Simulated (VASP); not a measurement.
Crystal: Rh.

```
Rh
1.0
     0.00000    1.89785    1.89785
     1.89785    0.00000    1.89785
     1.89785    1.89785    0.00000
Rh
1
Direct
  0.00000 0.00000 0.00000
```

| Property | Result |
| --- | --- |
| Program | VASP 6.6.1 |
| Task | relaxation of cell and atoms |
| Functional | LDA |
| Potentials or basis | VASP PAW LDA potentials, release 64 (Rh_pv) |
| Cutoff | 350 eV |
| k mesh | 10 × 10 × 10 |
| Occupations | gaussian, width 0.1 eV |
| Spin | no spin polarisation |

At the start: pressure -11.1 GPa; volume 13.67 Å³/atom.

Question: How do energy, volume and symmetry change on relaxing?

Answer: Over 7 steps the energy falls by 18.1 meV/atom and the volume is 13.17 Å³/atom (-3.7 %); space group Fm-3m (No. 225, to 0.05 Å).

Step by step:
| step | energy change (eV) | largest force (eV/Å) | pressure (GPa) | volume (Å³) |
| --- | --- | --- | --- | --- |
| 1 | 0.0000 | 0.0000 | -11.10 | 13.67 |
| 2 | 0.1409 | 0.0000 | 43.95 | 11.88 |
| 3 | -0.0181 | 0.0000 | -0.58 | 13.19 |
| 4 | -0.0181 | 0.0000 | -0.04 | 13.17 |
| 5 | -0.0181 | 0.0000 | 0.22 | 13.16 |
| 6 | -0.0181 | 0.0000 | -0.48 | 13.19 |
| 7 | -0.0181 | 0.0000 | -0.01 | 13.17 |

Final structure:
```xyz
1
Lattice="0.0000 1.8743 1.8743 1.8743 0.0000 1.8743 1.8743 1.8743 0.0000" Properties=species:S:1:pos:R:3 pbc="T T T"
Rh    0.0000    0.0000    0.0000
```
